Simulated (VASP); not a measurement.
# BaY (P-6m2) in VASP: settings compared

The runs below take BaY through relaxation of cell and atoms, relaxation of the atoms, with PBE, PBEsol.

Program: VASP 6.6.1. These are calculated values, not measurements. Logs are shortened: lines on timing, memory, paths and dates and some standing lists are left out, and cuts for length are marked.

### 1 Starting point

It takes space group P-6m2 (No. 187, hexagonal). The conventional cell has a = 3.817 Å, b = 3.817 Å, c = 6.019 Å, α = 90.00°, β = 90.00°, γ = 120.00°. Ba (site symmetry -6m2) is surrounded by 6 Y at 3.73 Å and 6 Ba at 3.82 Å. Y (site symmetry -6m2) has 6 Ba at 3.73 Å and 6 Y at 3.82 Å as nearest neighbours.

The cell was built by a generator and needn't be a form met in nature.

### 2 Relaxation of cell and atoms, PBE

Input file INCAR:

```
PREC = Accurate
ENCUT = 600
EDIFF = 1E-6
ISMEAR = 1
SIGMA = 0.1
LREAL = False
LASPH = True
NELM = 60
ALGO = Normal
ISIF = 3
LWAVE = False
LCHARG = False
GGA = PE
IBRION = 2
NSW = 60
EDIFFG = -0.005
```

Input file KPOINTS:

```
Automatic mesh
0
Gamma
  8 8 5
```

Input file POSCAR:

```
BaY
1.0
    3.8169095700      0.0000000000      0.0000000000
   -1.9084547900      3.3055406600      0.0000000000
    0.0000000000      0.0000000000      6.0186537100
Ba Y
1 1
Direct
    0.3333333300      0.6666666700      0.0000000000
    0.6666666700      0.3333333300      0.5000000000
```

Potentials or basis: VASP PAW PBE potentials, release 64 (Ba_sv, Y_sv).

Run with:

```bash
$ cat potpaw_PBE.64/Ba_sv/POTCAR potpaw_PBE.64/Y_sv/POTCAR > POTCAR
$ mpirun -np 1 vasp_std > vasp.out
```

OUTCAR:

```text
PREC = Accurate
   ENCUT = 600
   EDIFF = 1E-6
   ISMEAR = 1
   LREAL = False
   LASPH = True
   NELM = 60
   ISIF = 3
   GGA = PE
   IBRION = 2
   NSW = 60
   EDIFFG = -0.005

 ion  position               nearest neighbor table
   1  0.333  0.667  0.000-   2 3.73   2 3.73   2 3.73   2 3.73   2 3.73   2 3.73
   2  0.667  0.333  0.500-   1 3.73   1 3.73   1 3.73   1 3.73   1 3.73   1 3.73

  LATTYP: Found a hexagonal cell.
 ALAT       =     3.8169095700
 C/A-ratio  =     1.5768394822

  Lattice vectors:

 A1 = (   3.8169095700,   0.0000000000,   0.0000000000)
 A2 = (  -1.9084547900,   3.3055406600,   0.0000000000)
 A3 = (   0.0000000000,   0.0000000000,   6.0186537100)

Analysis of symmetry for initial positions (statically):
=====================================================================
 Subroutine PRICEL returns:
 Original cell was already a primitive cell.

 Routine SETGRP: Setting up the symmetry group for a
 hexagonal supercell.

 Subroutine GETGRP returns: Found 12 space group operations
 (whereof 12 operations were pure point group operations)
 out of a pool of 24 trial point group operations.

The static configuration has the point symmetry D_3h.

Analysis of symmetry for dynamics (positions and initial velocities):
=====================================================================
 Subroutine PRICEL returns:
 Original cell was already a primitive cell.

 Routine SETGRP: Setting up the symmetry group for a
 hexagonal supercell.

 Subroutine GETGRP returns: Found 12 space group operations
 (whereof 12 operations were pure point group operations)
 out of a pool of 24 trial point group operations.

The dynamic configuration has the point symmetry D_3h.

 Subroutine INISYM returns: Found 12 space group operations
 (whereof 12 operations are pure point group operations),
 and found     1 'primitive' translations

----------------------------------------------------------------------------------------

                                     Primitive cell

  volume of cell :      75.9371

  direct lattice vectors                    reciprocal lattice vectors
     3.816909570  0.000000000  0.000000000     0.261992060  0.151261186  0.000000000
    -1.908454790  3.305540660  0.000000000     0.000000000  0.302522372  0.000000000
     0.000000000  0.000000000  6.018653710     0.000000000  0.000000000  0.166150114

  length of vectors
     3.816909570  3.816909580  6.018653710     0.302522372  0.302522372  0.166150114

  position of ions in fractional coordinates (direct lattice)
     0.333333330  0.666666670  0.000000000
     0.666666670  0.333333330  0.500000000

  ion indices of the primitive-cell ions
   primitive index   ion index
                 1           1
                 2           2

----------------------------------------------------------------------------------------

 KPOINTS: Automatic mesh

Automatic generation of k-mesh.
 Grid dimensions read from file:
 generate k-points for:    8    8    5

 Generating k-lattice:

  Cartesian coordinates                     Fractional coordinates (reciprocal lattice)
     0.032749007  0.018907648  0.000000000     0.125000000  0.000000000  0.000000000
     0.000000000  0.037815296  0.000000000     0.000000000  0.125000000  0.000000000
     0.000000000  0.000000000  0.033230023     0.000000000  0.000000000  0.200000000

  Length of vectors
     0.037815297  0.037815296  0.033230023

  Shift w.r.t. Gamma in fractional coordinates (k-lattice)
     0.000000000  0.000000000  0.000000000

 Subroutine IBZKPT returns following result:
 ===========================================

 Found     30 irreducible k-points:

 Following reciprocal coordinates:
            Coordinates               Weight
  0.000000  0.000000  0.000000      1.000000
  0.125000  0.000000  0.000000      6.000000
  0.250000  0.000000  0.000000      6.000000
  0.375000  0.000000  0.000000      6.000000
  0.500000  0.000000  0.000000      3.000000
  0.125000  0.125000  0.000000      6.000000
[... 16 lines left out ...]
  0.250000  0.000000  0.400000     12.000000
  0.375000  0.000000  0.400000     12.000000
 [... further k-points ...]
   k-points           NKPTS =     30   k-points in BZ     NKDIM =     30   number of bands    NBANDS=     14
   number of dos      NEDOS =    301   number of ions     NIONS =      2
   total plane-waves  NPLWV =  43200
   dimension x,y,z NGX =    30 NGY =   30 NGZ =   48
   dimension x,y,z NGXF=    60 NGYF=   60 NGZF=   96
   ions per type =               1   1
   NGX,Y,Z   is equivalent  to a cutoff of  13.07, 13.07, 13.26 a.u.
   NGXF,Y,Z  is equivalent  to a cutoff of  26.13, 26.13, 26.52 a.u.
 SYSTEM =  unknown system
   PREC   = accura    normal or accurate (medium, high low for compatibility)
   ISTART =      0    job   : 0-new  1-cont  2-samecut
   ICHARG =      2    charge: 1-file 2-atom 10-const
   ISPIN  =      1    spin polarized calculation?
   LNONCOLLINEAR =      F non collinear calculations
   LSORBIT =      F    spin-orbit coupling
   LASPH  =      T    aspherical Exc in radial PAW
   ENCUT  =  600.0 eV  44.10 Ry    6.64 a.u.   7.62  7.62 12.02*2*pi/ulx,y,z
   NELM   =     60;   NELMIN=  2; NELMDL= -5     # of ELM steps
   EDIFF  = 0.1E-05   stopping-criterion for ELM
   LREAL  =      F    real-space projection
   EDIFFG = -.5E-02   stopping-criterion for IOM
   NSW    =     60    number of steps for IOM
   IBRION =      2    ionic relax: 0-MD 1-quasi-New 2-CG
   NFREE  =      1    steps in history (QN), initial steepest desc. (CG)
   ISIF   =      3    stress and relaxation
   ISYM   =      2    0-nonsym 1-usesym 2-fastsym
   POTIM  = 0.5000    time-step for ionic-motion
   TEBEG  =    0.0;   TEEND  =   0.0 temperature during run
   PSTRESS=    0.0 pullay stress
   NELECT =      21.0000    total number of electrons
   NUPDOWN=      -1.0000    fix difference up-down
   EMIN   =  10.00;   EMAX   =-10.00  energy-range for DOS
   EFERMI =   0.00;   METHOD = LEGACY
   ISMEAR =     1;   SIGMA  =   0.10  broadening in eV -4-tet -1-fermi 0-gaus
   EFERMI_NEDOS =   21; number of points for ismear=-14 and -15
   IALGO  =     38    algorithm
   IMIX   =      4    mixing-type and parameters
     AMIX     =   0.40;   BMIX     =  1.00
     AMIX_MAG =   1.60;   BMIX_MAG =  1.00
  volume/ion in A,a.u.               =      37.97       256.22
  Fermi-wavevector in a.u.,A,eV,Ry     =   1.066588  2.015559 15.478123  1.137610
  Thomas-Fermi vector in A             =   2.202177
   LORBIT       =      0    0 simple, 1 ext, 2 COOP (PROOUT), +10 PAW based schemes
   GGA     = PE    functional components
   LHFCALC =     F    Hartree Fock is set to
   AEXX    =    0.0000 exact exchange contribution
   IVDW    =     0    specifies the selected vdW correction
   LEPSILON=     F    determine dielectric tensor
   LRPA    =     F    only Hartree local field effects (RPA)
 conjugate gradient relaxation of ions
 non-spin polarized calculation
 Methfessel and Paxton  Order N= 1 SIGMA  =   0.10
  energy-cutoff  :      600.00
  volume of cell :       75.94
 maximum number of plane-waves:      2575
   NGX = 15   NGY = 15   NGZ = 25

--------------------------------------- Ionic step        1  -------------------------------------------

 number of electron      21.0000000 magnetization

 Free energy of the ion-electron system (eV)
  ---------------------------------------------------
  ext. energy  EPLUGINS =         0.00000000
  ---------------------------------------------------
  free energy    TOTEN  =        -7.65862518 eV

  energy without entropy =       -7.65754641  energy(sigma->0) =       -7.65826559

------------------------ aborting loop because EDIFF is reached ----------------------------------------

  FORCE on cell =-STRESS in cart. coord.  units (eV):
  Direction    XX          YY          ZZ          XY          YZ          ZX
  --------------------------------------------------------------------------------------
  -------------------------------------------------------------------------------------
  Total        0.9066152      0.9066152      1.8168427     -0.0000000     -0.0000000      0.0000000
  in kB       19.1284536     19.1284537     38.3331218     -0.0000000     -0.0000000      0.0000000
  external PRESSURE =      25.5300097 kB  Pullay stress =       0.0000000 kB

 VOLUME and BASIS-vectors are now :
 -----------------------------------------------------------------------------
  energy-cutoff  :      600.00
  volume of cell :       75.94
      direct lattice vectors                 reciprocal lattice vectors
     3.816909570  0.000000000  0.000000000     0.261992060  0.151261186  0.000000000
    -1.908454790  3.305540660  0.000000000     0.000000000  0.302522372  0.000000000
     0.000000000  0.000000000  6.018653710     0.000000000  0.000000000  0.166150114
[... 145 lines left out ...]
 POSITION                                       TOTAL-FORCE (eV/Angst)
 -----------------------------------------------------------------------------------
     -0.00000      2.25789      0.00000         0.000000     -0.000000      0.000000
      1.95539      1.12894      3.21200        -0.000000      0.000000     -0.000000
 -----------------------------------------------------------------------------------
    total drift:                               -0.000004      0.000002      0.000000

  FREE ENERGIE OF THE ION-ELECTRON SYSTEM (eV)
  ---------------------------------------------------
  free  energy   TOTEN  =        -7.7394299744 eV

  energy  without entropy=       -7.7373070581  energy(sigma->0) =       -7.73872234

--------------------------------------- Ionic step        6  -------------------------------------------

 number of electron      20.9999999 magnetization

 Free energy of the ion-electron system (eV)
  ---------------------------------------------------
  ext. energy  EPLUGINS =         0.00000000
  ---------------------------------------------------
  free energy    TOTEN  =        -7.74043732 eV

  energy without entropy =       -7.73803011  energy(sigma->0) =       -7.73963492

 E-fermi :   2.5848     XC(G=0):  -8.6398

 val. band max:        2.5544475700   @ k =   0.3750   0.2500   0.2000
 cond. band min:       2.5984095154   @ k =   0.3750   0.1250   0.4000
 fundamental gap:      0.0439619454
 Fermi energy:         2.5848415426

 k-point     1 :       0.0000    0.0000    0.0000
  band No.  band energies     occupation
      1     -40.8466      2.00000
      2     -25.6354      2.00000
      3     -20.8549      2.00000
      4     -20.6646      2.00000
      5     -20.6646      2.00000
      6     -10.8744      2.00000
      7     -10.3118      2.00000
      8     -10.3118      2.00000
      9      -1.1932      2.00000
     10       1.3398      2.00000
     11       3.8015     -0.00000
     12       4.1267     -0.00000
     13       4.1267     -0.00000
     14       4.1570     -0.00000

 k-point     2 :       0.1250    0.0000    0.0000
  band No.  band energies     occupation
      1     -40.8446      2.00000
      2     -25.6142      2.00000
      3     -20.8509      2.00000
      4     -20.6915      2.00000
      5     -20.6711      2.00000
      6     -10.8455      2.00000
      7     -10.5094      2.00000
      8     -10.3536      2.00000
      9      -0.8937      2.00000
     10       1.6817      2.00000
[... 362 lines left out ...]
 k-point    24 :       0.3750    0.0000    0.4000
  band No.  band energies     occupation
      1     -40.8347      2.00000
      2     -25.5099      2.00000
      3     -20.8309      2.00000
      4     -20.8200      2.00000
      5     -20.7021      2.00000
      6     -11.3437      2.00000
      7     -10.7038      2.00000
      8     -10.5486      2.00000
      9       0.9084      2.00000
     10       1.6996      2.00000
     11       2.5487      1.57030
     12       2.9796     -0.00000
     13       3.5032     -0.00000
     14       4.7623      0.00000

 [... further k-points ...]
[... 5 lines left out ...]
  --------------------------------------------------------------------------------------
  -------------------------------------------------------------------------------------
  Total        0.0027534      0.0027534     -0.0093750     -0.0000000     -0.0000000      0.0000000
  in kB        0.0520137      0.0520137     -0.1771005     -0.0000000     -0.0000000      0.0000000
  external PRESSURE =      -0.0243577 kB  Pullay stress =       0.0000000 kB

 VOLUME and BASIS-vectors are now :
 -----------------------------------------------------------------------------
  energy-cutoff  :      600.00
  volume of cell :       84.81
      direct lattice vectors                 reciprocal lattice vectors
     3.890147375 -0.000000000 -0.000000000     0.257059670  0.148413470  0.000000000
    -1.945073692  3.368966460  0.000000000     0.000000000  0.296826938  0.000000000
    -0.000000000 -0.000000000  6.471442768     0.000000000 -0.000000000  0.154525047

 POSITION                                       TOTAL-FORCE (eV/Angst)
 -----------------------------------------------------------------------------------
     -0.00000      2.24598      6.47144        -0.000000     -0.000000      0.000000
      1.94507      1.12299      3.23572         0.000000      0.000000     -0.000000
 -----------------------------------------------------------------------------------
    total drift:                               -0.000004      0.000002      0.000000

  FREE ENERGIE OF THE ION-ELECTRON SYSTEM (eV)
  ---------------------------------------------------
  free  energy   TOTEN  =        -7.7404373216 eV

  energy  without entropy=       -7.7380301124  energy(sigma->0) =       -7.73963492

 reached required accuracy - stopping structural energy minimisation
```

Run time: 1.7 min. Hardware: 1 thread of Intel Xeon Platinum 8488C (Sapphire Rapids), shared host; peak memory 0.24 GiB.

What came out:

| Quantity | Value |
| --- | --- |
| Free energy | -7.7404 eV |
| Relaxed volume | 42.41 Å³/atom |
| Relaxed cell | a = 3.890 Å, b = 3.890 Å, c = 6.471 Å, α = 90.00°, β = 90.00°, γ = 120.00° |
| Space group after relaxing (to 0.05 Å) | P-6m2 (No. 187) |
| Energy gained by relaxing | 40.9 meV/atom |
| Ionic steps | 6 |
| Pressure after relaxing | 0.0 GPa |
| Band gap on the k mesh | none (metal or under the smearing width) |

The path:
| step | energy change (eV) | largest force (eV/Å) | pressure (GPa) | volume (Å³) |
| --- | --- | --- | --- | --- |
| 1 | 0.0000 | 0.0000 | 2.55 | 75.94 |
| 2 | -0.0728 | 0.0000 | 0.48 | 82.77 |
| 3 | -0.0778 | 0.0000 | -0.21 | 85.63 |
| 4 | -0.0779 | 0.0000 | -0.14 | 85.34 |
| 5 | -0.0808 | 0.0000 | -0.08 | 85.09 |
| 6 | -0.0818 | 0.0000 | 0.00 | 84.81 |

Final structure:
```
Ba Y
1.0
     3.89015    0.00000    0.00000
    -1.94507    3.36897    0.00000
     0.00000    0.00000    6.47144
Ba Y
1 1
Cartesian
  0.0000 2.2460 6.4714
  1.9451 1.1230 3.2357
```

Levels at points of the mesh, in eV from the Fermi level:
```
           k point  band 6  band 7  band 8  band 9  band 10  band 11  band 12  band 13  band 14
(0.00, 0.00, 0.00)  -13.46  -12.90  -12.90   -3.78    -1.25     1.22     1.54     1.54     1.57
(0.50, 0.00, 0.00)  -14.09  -13.25  -13.17   -1.19    -0.86    -0.65     0.32     1.29     1.57
```

Spin-orbit coupling is left out, which matters for the levels of Ba.

### 3 Relaxation of the atoms, PBEsol

Input file INCAR:

```
ALGO     = Normal         # electronic algorithm
EDIFF    = 1E-7           # SCF threshold, eV
EDIFFG   = -0.01          # ionic threshold
ENCUT    = 520            # plane-wave cutoff, eV
GGA      = PS             # functional
IBRION   = 2              # ionic algorithm
ISIF     = 2              # what is computed and relaxed
ISMEAR   = 1              # smearing method
LASPH    = True           # aspherical terms in the spheres
LCHARG   = False          # write CHGCAR
LREAL    = False          # projectors in reciprocal space
LWAVE    = False          # write WAVECAR
NELM     = 80             # most SCF steps
NSW      = 40             # ionic steps
PREC     = Accurate       # precision mode
SIGMA    = 0.1            # smearing width, eV
```

Input file KPOINTS:

```
k-points
0
Gamma
  8 8 5
```

POSCAR is that of step 2.

Potentials or basis: VASP PAW PBE potentials, release 64 (Ba_sv, Y_sv).

Run with:

```bash
$ cat potpaw_PBE.64/Ba_sv/POTCAR potpaw_PBE.64/Y_sv/POTCAR > POTCAR
$ mpirun -np 1 vasp_std > vasp.out
```

Run time: 21 s. Hardware: 1 thread of Intel Xeon Platinum 8488C (Sapphire Rapids), shared host; peak memory 0.21 GiB.

Results (log left out):

- Free energy: -8.4024 eV
- Pressure after relaxing: 0.9 GPa
- Band gap on the k mesh: none (metal or under the smearing width)

Stress tensor (GPa, compression positive):
```
0.24 0.00 0.00
0.00 0.24 0.00
0.00 0.00 2.08
```

Final structure:
```
Ba Y
1.0
     3.81691    0.00000    0.00000
    -1.90845    3.30554    0.00000
     0.00000    0.00000    6.01865
Ba Y
1 1
Cartesian
  0.0000 2.2037 0.0000
  1.9085 1.1018 3.0093
```

Levels at points of the mesh, in eV from the Fermi level:
| k point | band 8 | band 9 | band 10 | band 11 | band 12 | band 13 |
| --- | --- | --- | --- | --- | --- | --- |
| (0.00, 0.00, 0.00) | -12.56 | -3.85 | -1.29 | 1.60 | 1.60 | 2.02 |
| (0.50, 0.00, 0.00) | -12.88 | -1.22 | -1.04 | -0.70 | 0.48 | 1.44 |

Caveat: the relaxation stopped at its first step, so nothing moved; the PAW data sets were made with another functional, which shifts forces and pressure a little. Spin-orbit coupling is left out, which matters for the levels of Ba.

### 4 The reference run

An earlier run on the cell as given: functional PBE; potentials or basis VASP PAW PBE potentials, release 64 (Ba_sv, Y_sv); cutoff 520 eV; k mesh 8 × 8 × 5; occupations fermi-dirac, width 0.05 eV; no spin polarisation.

* Pressure: 2.6 GPa
* Band gap on the k mesh: none (metal or under the smearing width)

### 5 Summary

```csv
task,level,cell,cutoff (eV),smearing,gap on the mesh (eV),pressure (GPa)
relaxation of cell and atoms,PBE,relaxed,600,methfessel-paxton 0.1 eV,none,0.0
relaxation of the atoms,PBEsol,atoms relaxed,520,methfessel-paxton 0.1 eV,none,0.9
single point,PBE,as given,520,fermi-dirac 0.05 eV,none,2.6
```

Alike in all rows: potentials or basis VASP PAW PBE potentials, release 64 (Ba_sv, Y_sv); no spin polarisation; k mesh 8 × 8 × 5.

Caveats: the relaxation stopped at its first step, so nothing moved (some runs); the PAW data sets were made with another functional, which shifts forces and pressure a little (some runs).

Total energies depend on the potentials used, so only differences within one code and one set of settings carry meaning.
